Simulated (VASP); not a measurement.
Here is the system:

```yaml
crystal:
  lattice:
    - [1.24912, -2.13667, 0.00000]
    - [1.24912, 2.13667, 0.00000]
    - [0.00000, 0.00000, 6.87972]
  atoms:
    - { symbol: C, position: [0.00000, 0.00000, 0.25000] }
    - { symbol: C, position: [0.00000, 0.00000, 0.75000] }
    - { symbol: C, position: [0.33333, 0.66667, 0.25000] }
    - { symbol: C, position: [0.69698, 0.36365, 0.75000] }
```

These are PBE GGA, VASP's PBE PAW potentials (set 64) (plane waves; VASP) values and carry that method's errors. Settings: 520 eV cut-off, 19×19×6 Γ-centred mesh, first-order Methfessel-Paxton smearing of 0.10 eV, potentials C.

Give the force on each atom (eV/Å).

| atom | Fx | Fy | Fz |
|---|---|---|---|
| C1 | 0.017 | 0.136 | 0.000 |
| C2 | 3.785 | 0.193 | 0.000 |
| C3 | -0.014 | -0.134 | 0.000 |
| C4 | -3.788 | -0.195 | 0.000 |

Give the stress tensor in GPa (positive for a compressed cell).

```
-10.60    3.05    0.00
  3.05   -0.37    0.00
  0.00    0.00    2.61
```
The pressure is its mean diagonal, -2.79 GPa.

The compound is C in the graphite structure. The cell was not relaxed at this level. The run is one of a series of settings (KPOINTS 19×19×6 Γ-centred mesh against the base run), some of them coarse on purpose.
